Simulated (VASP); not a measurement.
Given:

```xyz
5
Lattice="4.0965 0.0000 0.0000 0.0000 4.0965 0.0000 0.0000 0.0000 4.0965" Properties=species:S:1:pos:R:3 pbc="T T T"
Sr     2.0482     2.0482     2.0482
Hf     0.0000     0.0000     0.0000
O      0.0000     2.0482     0.0000
O      2.0482     0.0000     0.0000
O      0.0000     0.0000     2.0482
```

Method: PBEsol GGA, VASP's PBE PAW potentials (set 64) (plane waves; VASP 6.6.1). Numerical set-up: 600 eV cut-off, 6×6×6 Γ-centred mesh, Gaussian smearing of 0.050 eV, potentials Sr_sv Hf_pv O.

Unless said otherwise, spin-orbit coupling is left out, though it shifts the bands of the heavy elements here.

### Question
Predict the energy per atom (σ→0), band gap (on the k-mesh) with the smallest direct gap where there is one.

### Answer

```json
{
  "band gap (on the k-mesh)": "3.69 eV",
  "smallest direct gap (on the k-mesh)": "3.97 eV",
  "energy per atom (σ→0)": "-9.026 eV/atom"
}
```

Only differences to runs with the same potentials and settings are physical.

The structure comes from a computed database's SrHfO3 entry (Pm-3m); how it stands against other phases isn't given here. It was relaxed first.
